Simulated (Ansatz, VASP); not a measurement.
# Ni (Ni(100), 5 layers) in two plane-wave programs

Aim: how closely do two programs agree when they are given the same cell, functional and k mesh? Of the first pair: The structure shown is the start of the Ansatz relaxation below; VASP solves that cell, so the two are compared at the walk's first step.

Calculated with Ansatz 0.2.0; plane waves, with VASP 6.6.1 beside it; PBE.

## (1) Starting point

The cell holds 5 atoms: 5 Ni. Cell: a = 2.489 Å, b = 2.489 Å, c = 22.040 Å, α = 90.0°, β = 90.0°, γ = 90.0°. Vacuum lies along c.

## (2) Ansatz: relaxation, PBE

Ansatz runs on its default PAW (the set named soft_2) files.

The two programs are compared at the cell with which this relaxation starts, whose forces are those of its first step.

Input file input.yaml:

```yaml
crystal:
  lattice:
    - [2.4890158698, 0.0, 0.0]
    - [0.0, 2.4890158698, 0.0]
    - [0.0, 0.0, 22.04]
  atoms:
    - { symbol: Ni, position: [0.0, 0.0, 0.3402903811], spin: 0.7 }
    - { symbol: Ni, position: [0.5, 0.5, 0.4201451906], spin: 0.7 }
    - { symbol: Ni, position: [0.0, 0.0, 0.5], spin: 0.7 }
    - { symbol: Ni, position: [0.5, 0.5, 0.5798548094], spin: 0.7 }
    - { symbol: Ni, position: [0.0, 0.0, 0.6597096189], spin: 0.7 }
magnetization:
  spin_polarized: true
kpoints:
  mp_grid: { grid: [12, 12, 1] }
hamiltonian:
  xc: pbe
scf:
  occupations: { method: fermi_dirac, width: 0.1 }
  convergence: { dr2_threshold: 1.0e-08 }
efield:
  axis: 3
  dipole_correction: true
  ramp_position: 0.97
  ramp_width: 0.04
relax:
  f_tol: 0.01
  constraints: [{ sites: [0, 1, 2] }]
output:
  write_potential: true
  write_density: true
  volumetric_format: npy
```

Started as:

```
$ ansatz run input.yaml --threads 4 --pin off --max-ram 16384MiB --backend cpu --events-out ev --progress --plain --runs-dir out
```

Numbers of over 12 decimals in the logs are rounded to 6 here.

The log of the run:

```text
Engine: ansatz 0.2.0, aarch64-unknown-linux-gnu
Pseudopotentials: kind: paw
Pseudopotential: Ni, paw, valence charge 18, recommended cutoff 420 eV (normal), Ni.paw.azcp
Functional definition: PBE
  parameter kappa = 0.804
  parameter beta = 0.066725
  exchange = pbe_x(kappa = kappa, mu = beta*pi^2/3)
  correlation = pbe_c(beta = beta)
Crystal: 5 atoms, lattice volume = 136.542 Å³
Basis set: ecut = 420 eV, 2649 PW (Γ), exchange–correlation on 36×36×300 points (8 copies of the dense FFT grid, shifted against one another)
Bands: 57, of which v1, the nominal top of the filled ones, is band 45 counted from 1 (44 counted from 0)
Symmetry: 8 space group operations
k-points: 28 of 144
Non-local potential: Ni, projectors of the file, l = 0: 3, l = 1: 2, l = 2: 3, l = 3: 1
PAW form: soft (Blöchl's): semilocal exchange-correlation on the pseudo side does not see the compensation charge
PAW one-centre angular grid: Ni, 590 points (default); XC on 64 Gauss nodes
Initial density: superposition of atomic densities (neutral atoms: chi_scale 0, normalization atom)
Starting moments: Σ|m| = 3.5 μB on 5 of 5 sites
Initial wavefunctions: pseudopotential atomic-orbital guess
Functional: x = pbe(κ = 0.804, μ = 0.219515), c = pbe(β = 0.066725)
SCF iter   1: F=—  HF=-29192.231014 eV  |F-HF|=—  |Δ(HF+E_count)|=         —  Δρ=2.95e-2 (↑1.55e-2 ↓2.95e-2)  dr2=4.74e0  dr2_m=3.32e-1  M=3.758 μB ∫|m|=3.919 μB  β_m=1.00  ethr=3.10e-3  p=0.000 e·Å  D=3.36e-7 V/Å  ΔV_dip=-0.00 eV  dr2_dipole=6.65e-8  V_vac-E_F(+/−)=7.20/7.20 eV  ⟨swp⟩=9.9  Hψ=15486  notcnv=0  defer=55
Mixer restart at iter 1: flushing history
efield: sawtooth ramp at fractional position 0.9700 (set: `efield.ramp_position`, or a place that a band, a saddle search or an elastic batch's reference lends), width 0.0400; the density the first Hamiltonian is built on has a dipole p = 0.000 e·Å; the dipole correction subtracts the counter field D = 3.36e-7 V/Å, which shifts the + side's vacuum level by -0.00 eV against the − side's; the planar-averaged density in the ramp window peaks in size at 2.2e-5 e/Å³
preconditioner: auto → LDOS  [metal: Δε(μ)=0.002 eV  Ē_g=7.532 eV  σ=0.100 eV  W_gap=0.00  n_scr=28 (ndim 8)  ℏωp=22.5 eV  f_vac=0.538  D(μ)=10.28/eV (n_scr^D=128)]
spin=Collinear: LDOS preconditioning applied to the charge; magnetization (m = ρ↑ − ρ↓) channel mixes plain (no charge-response kernel on spin).
SCF iter   2: F=—  HF=-29192.886998 eV  |F-HF|=—  |Δ(HF+E_count)|=   6.56e-1  Δρ=1.38e-2 (↑1.38e-2 ↓1.04e-2)  dr2=7.76e-1  dr2_m=7.74e-3  M=3.699 μB ∫|m|=4.026 μB  β_m=0.32  ethr=3.10e-3  p=0.000 e·Å  D=2.15e-4 V/Å  ΔV_dip=-0.00 eV  dr2_dipole=3.63e-5  V_vac-E_F(+/−)=6.24/6.25 eV  ⟨swp⟩=2.4  Hψ=5352  notcnv=0  defer=165
density mixer auto → msr1: a metal under ldos (density of states about μ 4.01 of a free-electron gas's, 28 screened modes)
SCF iter   3: F=—  HF=-29194.713813 eV  |F-HF|=—  |Δ(HF+E_count)|=    1.83e0  Δρ=6.85e-3 (↑6.85e-3 ↓5.65e-3)  dr2=1.74e-1  dr2_m=4.73e-3  M=3.689 μB ∫|m|=4.052 μB  β_m=0.49  ethr=8.62e-4  p=0.000 e·Å  D=4.23e-4 V/Å  ΔV_dip=-0.01 eV  dr2_dipole=1.47e-4  V_vac-E_F(+/−)=5.77/5.78 eV  ⟨swp⟩=2.8  Hψ=5065  notcnv=0  defer=166
SCF iter   4: F=—  HF=-29196.519619 eV  |F-HF|=—  |Δ(HF+E_count)|=         —  Δρ=5.88e-3 (↑5.30e-3 ↓5.88e-3)  dr2=1.08e-1  dr2_m=2.57e-3  M=3.619 μB ∫|m|=4.049 μB  β_m=0.49  ethr=1.93e-4  p=0.000 e·Å  D=3.62e-4 V/Å  ΔV_dip=-0.01 eV  dr2_dipole=7.28e-5  V_vac-E_F(+/−)=5.24/5.25 eV  ⟨swp⟩=2.8  Hψ=6074  notcnv=0  defer=167
SCF iter   5: F=—  HF=-29196.889651 eV  |F-HF|=—  |Δ(HF+E_count)|=   3.70e-1  Δρ=4.92e-3 (↑1.75e-3 ↓4.92e-3)  dr2=3.88e-2  dr2_m=5.49e-3  M=3.513 μB ∫|m|=3.955 μB  β_m=0.75  ethr=1.20e-4  p=0.000 e·Å  D=2.57e-4 V/Å  ΔV_dip=-0.01 eV  dr2_dipole=1.67e-5  V_vac-E_F(+/−)=5.09/5.09 eV  ⟨swp⟩=2.3  Hψ=5116  notcnv=0  defer=172
SCF iter   6: F=—  HF=-29196.983944 eV  |F-HF|=—  |Δ(HF+E_count)|=   9.43e-2  Δρ=2.99e-3 (↑1.19e-3 ↓2.99e-3)  dr2=1.34e-2  dr2_m=1.64e-3  M=3.417 μB ∫|m|=3.865 μB  β_m=0.87  ethr=4.32e-5  p=0.000 e·Å  D=1.79e-5 V/Å  ΔV_dip=-0.00 eV  dr2_dipole=1.26e-6  V_vac-E_F(+/−)=4.97/4.97 eV  ⟨swp⟩=2.2  Hψ=5137  notcnv=0  defer=172
SCF iter   7: F=—  HF=-29196.983178 eV  |F-HF|=—  |Δ(HF+E_count)|=   7.67e-4  Δρ=1.01e-3 (↑8.91e-4 ↓1.01e-3)  dr2=2.69e-3  dr2_m=9.33e-5  M=3.413 μB ∫|m|=3.862 μB  β_m=0.75  ethr=1.49e-5  p=0.000 e·Å  D=1.08e-4 V/Å  ΔV_dip=-0.00 eV  dr2_dipole=2.49e-6  V_vac-E_F(+/−)=4.92/4.92 eV  ⟨swp⟩=2.6  Hψ=5966  notcnv=0  defer=172
SCF iter   8: F=—  HF=-29196.982632 eV  |F-HF|=—  |Δ(HF+E_count)|=   5.45e-4  Δρ=6.58e-4 (↑2.65e-4 ↓6.58e-4)  dr2=7.22e-4  dr2_m=6.79e-5  M=3.409 μB ∫|m|=3.858 μB  β_m=0.67  ethr=2.99e-6  p=-0.000 e·Å  D=-6.08e-5 V/Å  ΔV_dip=0.00 eV  dr2_dipole=2.05e-7  V_vac-E_F(+/−)=4.92/4.92 eV  ⟨swp⟩=2.3  Hψ=5494  notcnv=0  defer=169
[...]
SCF iter   8: F=—  HF=-29196.993292 eV  |F-HF|=—  |Δ(HF+E_count)|=   4.35e-9  Δρ=1.13e-6 (↑1.13e-6 ↓5.96e-7)  dr2=1.07e-8  dr2_m=6.71e-10  M=3.405 μB ∫|m|=3.854 μB  β_m=0.55  ethr=5.31e-11  p=0.000 e·Å  D=7.01e-5 V/Å  ΔV_dip=-0.00 eV  dr2_dipole=4.54e-9  V_vac-E_F(+/−)=4.90/4.91 eV  ⟨swp⟩=1.3  Hψ=3223  notcnv=0  defer=181
SCF iter   9: F=—  HF=-29196.993292 eV  |F-HF|=—  |Δ(HF+E_count)|=   6.54e-9  Δρ=6.59e-7 (↑5.75e-7 ↓6.59e-7)  dr2=1.17e-9  dr2_m=3.49e-10  M=3.405 μB ∫|m|=3.854 μB  β_m=0.76  ethr=1.19e-11  p=0.000 e·Å  D=7.05e-5 V/Å  ΔV_dip=-0.00 eV  dr2_dipole=1.72e-10  V_vac-E_F(+/−)=4.90/4.91 eV  ⟨swp⟩=2.0  Hψ=4075  notcnv=0  defer=181
SCF iter  10: F=—  HF=-29196.993292 eV  |F-HF|=—  |Δ(HF+E_count)|=   2.83e-9  Δρ=3.22e-6 (↑8.42e-7 ↓3.22e-6)  dr2=6.41e-8  dr2_m=2.18e-9  M=3.405 μB ∫|m|=3.854 μB  β_m=0.54  ethr=1.29e-12  p=0.000 e·Å  D=7.19e-5 V/Å  ΔV_dip=-0.00 eV  dr2_dipole=2.74e-8  V_vac-E_F(+/−)=4.90/4.91 eV  ⟨swp⟩=2.7  Hψ=6231  notcnv=0  defer=181  recentre
SCF iter  11: F=—  HF=-29196.993292 eV  |F-HF|=—  |Δ(HF+E_count)|=  4.73e-10  Δρ=1.58e-6 (↑4.50e-7 ↓1.58e-6)  dr2=1.44e-8  dr2_m=4.32e-10  M=3.405 μB ∫|m|=3.854 μB  β_m=0.42  ethr=1.29e-12  p=0.000 e·Å  D=7.17e-5 V/Å  ΔV_dip=-0.00 eV  dr2_dipole=5.33e-9  V_vac-E_F(+/−)=4.90/4.91 eV  ⟨swp⟩=2.0  Hψ=5653  notcnv=0  defer=181
SCF iter  12: F=-29196.993292 eV  HF=-29196.993292 eV  |F-HF|=3.59e-9  |Δ(HF+E_count)|=  6.18e-11  Δρ=6.93e-7 (↑1.96e-7 ↓6.93e-7)  dr2=2.91e-9  dr2_m=8.89e-11  M=3.405 μB ∫|m|=3.854 μB  ethr=1.29e-12  p=0.000 e·Å  D=7.20e-5 V/Å  ΔV_dip=-0.00 eV  dr2_dipole=6.95e-10  V_vac-E_F(+/−)=4.90/4.91 eV  ⟨swp⟩=7.2  Hψ=16719  notcnv=0
SCF 4 converged in 12 iterations: F = -29196.993292 eV  dr2 = 2.91e-9
relax step   4: F+E_penalty+E_count = -29196.99329240 eV  Δ(F+E_penalty+E_count) = -1.872e-5 eV  max|allowed force component| = 3.629e-5 eV/Å  Δτ_max = 0.0017 Å  (12 SCF iters, accepted)
NSCF: frozen V_eff on 28 k-points
the band table was solved once a step of the walk had ended and its energy, with any forces and stress, was formed, with the checks that follow a solve (16578 applications of the Hamiltonian). They found nothing against the state; the energy, forces and stress were not computed again (output.eigenvalues in the input reference)
WARN: The output density's exchange-correlation potential varies sharply where the density is thin. Do not read a vacuum level from v_tot or v_xc, or from such a field of the output density. On a cell that repeats whose density bears no net charge and no dipole along the vacuum's axis use v_es (v_loc + v_h of the components); under efield.dipole_correction with no amplitude use v_es + v_field, which holds any externa [...]
SCF converged after 12 iterations
Magnetization: 3.4048 μB (46.7024 up, 43.2976 down)
Absolute magnetization: 3.8578 μB (∫|ρ↑−ρ↓|, with the PAW one-centre terms)
Spin contamination: 0.0465 ħ² per cell (⟨S²⟩ above its minimum at these occupations)
Per-site moments (μB) at R_I (Å): [(0.770841, 1.026719), (0.686362, 1.026719), (0.684948, 1.026719), (0.689401, 1.008456), (0.766496, 1.008456)]
Free energy (F): -29196.993292 eV
Harris-Foulkes:  -29196.993292 eV  (|F-HF|=3.59e-9)
Internal energy: -29196.702770 eV  (E = F + TS)
E sigma→0 (E₀):  -29196.848031 eV
Entropy (-TS):   -0.290523 eV (-58.105 meV/atom)
Fermi energy:    4.360748 eV
Dipole field:    D = 0.000115 V/Å  (p = 0.000087 e·Å, saw-weighted, corrected)
Work function:   Φ+ = 4.9033 eV   Φ− = 4.9059 eV
Levels:          The Fermi level and band energies are counted from a zero that moves with the ramp; work functions are not
--- Per-component energies (eV) ---
  E_band       = -2650.140855
  E_kinetic    = 1407.860959
  E_local      = -177982.844186  (includes V_loc(G=0)·N_el)
  E_nonlocal   = 3186.226776
  E_hartree    = 86958.946487
  E_xc         = -420.135077
  E_vxc        = -541.414038  (∫ρ·V_xc dr)
  E_paw        = -8155.079647  (= ΣΔE_a)
  E_vpaw       = -2637.859914  (= ΣTr[D̂ρ^β])
  E_aug_tail   = 0.002585  (compensation charges beyond the density's cutoff)
  E_efield     = 0.000000  (sawtooth field / dipole correction)
  E_vefield    = -0.002216  (∫n·V_field dr)
  E_ewald      = 65808.319334
  E_smearing   = -0.290523  (= −TS)
  E_closure    = -0.000000  (closes the sum)
  Σ components = -29196.993292   (vs F -29196.993292, Δ=0.00e0)
--- Forces (eV/Å), atoms counted from 1 ---
  atom   1  Ni     0.00000000     0.00000000     0.31780759
  atom   2  Ni     0.00000000     0.00000000    -0.35825120
  atom   3  Ni     0.00000000     0.00000000     0.04043763
  atom   4  Ni    -0.00000000     0.00000000     0.00003524
  atom   5  Ni    -0.00000000     0.00000000    -0.00003629
  max |Σ_I F_I| component: 7.03e-6 eV/Å
--- Band table (eV; the first three rows and the last of 56) ---
  k-point 0 ↑: bands = [... 41 lower, 3.2741, 3.5407, 3.5449, 3.5449, 3.7164, 3.7891, 3.8184, 3.8184, ... 8 higher]
  k-point 1 ↑: bands = [... 41 lower, 3.3085, 3.3858, 3.4154, 3.6389, 3.6549, 3.7252, 3.7598, 3.8372, ... 8 higher]
  k-point 2 ↑: bands = [... 41 lower, 3.2205, 3.2423, 3.2821, 3.5517, 3.6099, 3.7821, 3.8213, 4.2634, ... 8 higher]
  k-point 27 ↓: bands = [... 41 lower, 4.7430, 4.7995, 5.0053, 5.0425, 7.5677, 7.5677, 9.4734, 9.4734, ... 8 higher]
--- Relaxed structure (4 steps of the walk, 4 accepted, 0 SCFs on fresh bases) ---
  F+E_penalty+E_count = -29196.99329240 eV   max|allowed force component| = 3.629e-5 eV/Å
  atoms:
    - { symbol: Ni, position: [0.0, 0.0, 0.3402903811] }
    - { symbol: Ni, position: [0.5, 0.5, 0.4201451906] }
    - { symbol: Ni, position: [0.0, 0.0, 0.5] }
    - { symbol: Ni, position: [0.5, 0.5, 0.580590] }
    - { symbol: Ni, position: [0, 0.0, 0.657578] }
```

In the SCF lines HF is the Harris–Foulkes energy and dr2 the Hartree energy of the density residual, in eV; the loop may stop once dr2 is under the threshold and the program's other checks hold. Hψ counts applications of the Hamiltonian.

(Part 1 of 2 ends here.)

[Lines on the potential files, build, host, timing and source positions are cut from VASP's logs without a mark.]

[Logs are printed without paths, hosts, clocks, repeated set-up lines and the standing remarks that a program may print on its own settings, such as how far it seeks lower states.]

[Hosts, paths, dates, database ids (printed as entryN), source tags and the programs' standing remarks are cut or masked in the printed files.]
